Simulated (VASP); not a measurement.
Output of a VASP run:

OSZICAR:
```
       N       E                     dE             d eps       ncg     rms          rms(c)
DAV:   1     0.120862802860E+03    0.12086E+03   -0.94158E+03  2032   0.134E+03
DAV:   2    -0.875857370773E+01   -0.12962E+03   -0.12480E+03  2192   0.356E+02
DAV:   3    -0.111486297735E+02   -0.23901E+01   -0.23496E+01  2436   0.498E+01
DAV:   4    -0.111718153594E+02   -0.23186E-01   -0.23178E-01  2356   0.498E+00
DAV:   5    -0.111724349764E+02   -0.61962E-03   -0.61960E-03  2516   0.673E-01    0.132E+01
DAV:   6    -0.105977176064E+02    0.57472E+00   -0.34366E+00  2144   0.214E+01    0.239E+00
DAV:   7    -0.105341555877E+02    0.63562E-01   -0.25015E-01  2132   0.605E+00    0.228E+00
DAV:   8    -0.105194964673E+02    0.14659E-01   -0.15861E-02  2212   0.128E+00    0.176E-01
DAV:   9    -0.105194415099E+02    0.54957E-04   -0.20909E-04  2612   0.132E-01    0.117E-01
DAV:  10    -0.105194412676E+02    0.24237E-06   -0.28757E-05  2356   0.688E-02    0.876E-03
DAV:  11    -0.105194406218E+02    0.64575E-06   -0.12651E-06  2460   0.147E-02    0.473E-03
DAV:  12    -0.105194402773E+02    0.34453E-06   -0.71296E-08  1288   0.279E-03    0.324E-04
DAV:  13    -0.105194403101E+02   -0.32842E-07   -0.90435E-09  1056   0.978E-04
   1 F= -.10519440E+02 E0= -.10519354E+02  d E =-.257973E-03
```

### OUTCAR
```
------------------------ aborting loop because EDIFF is reached ----------------------------------------
  FORCE on cell =-STRESS in cart. coord.  units (eV):
  Direction    XX          YY          ZZ          XY          YZ          ZX
  --------------------------------------------------------------------------------------
  Total        1.0816062      1.0816062      1.0816062     -0.0000000     -0.0000000      0.0000000
  in kB       66.7535401     66.7535401     66.7535401     -0.0000000     -0.0000000      0.0000000
  external PRESSURE =      66.7535401 kB  Pullay stress =       0.0000000 kB
  volume of cell :       25.96
      direct lattice vectors                 reciprocal lattice vectors
     2.960977797  0.000000000  0.000000000     0.337726274  0.000000000  0.000000000
     0.000000000  2.960977797  0.000000000     0.000000000  0.337726274  0.000000000
     0.000000000  0.000000000  2.960977797     0.000000000  0.000000000  0.337726274
 POSITION                                       TOTAL-FORCE (eV/Angst)
 -----------------------------------------------------------------------------------
      1.48049      1.48049      1.48049         0.000000      0.000000      0.000000
      0.00000      0.00000      0.00000         0.000000      0.000000      0.000000
 -----------------------------------------------------------------------------------
    total drift:                                0.000000      0.000000      0.000000
  FREE ENERGIE OF THE ION-ELECTRON SYSTEM (eV)
  ---------------------------------------------------
  free  energy   TOTEN  =       -10.5194403101 eV

  energy  without entropy=      -10.5191823368  energy(sigma->0) =      -10.51935432
```
(Selected blocks of OUTCAR.)

### POSCAR
```
RuAl
1
    2.9609777967     0.0000000000     0.0000000000
    0.0000000000     2.9609777967     0.0000000000
    0.0000000000     0.0000000000     2.9609777967
Al Ru
1 1
Direct
  0.5000000000   0.5000000000   0.5000000000
  0.0000000000   0.0000000000   0.0000000000
```

Task: Write an INCAR and KPOINTS that could have produced this output.

Result: This is not unique; one that fits is the input of the run itself, rev-vdW-DF2, plane waves, VASP's PBE PAW potentials (set 64).

### INCAR
```
# general
SYSTEM  =RuAl
PREC    =Accurate
ENCUT   =520
LREAL   =.False.
LASPH   =.True.

# electronic loop
EDIFF   =1E-7
NELM    =100
ALGO    =Normal
LMAXMIX =4

# smearing
ISMEAR  =1
SIGMA   =0.1

# functional
GGA     =MK
LUSE_VDW=.True.
AGGAC   =0.0
PARAM1  =0.1234568
PARAM2  =0.7114
ZAB_VDW =-1.8867

# ions
ISIF    =2

# output
LWAVE   =.False.
LCHARG  =.False.
```

### KPOINTS
```
K-points
0
gamma
  12 12 12
0 0 0
```

POTCAR, in this order: Al Ru_pv (PBE.64 set). Program: vasp_std.

The compound is RuAl in the CsCl type structure. This cell is one point of a volume scan, at 0.97 of the reference volume. The electron count is odd and the run is not spin-polarised, which forces a metal.
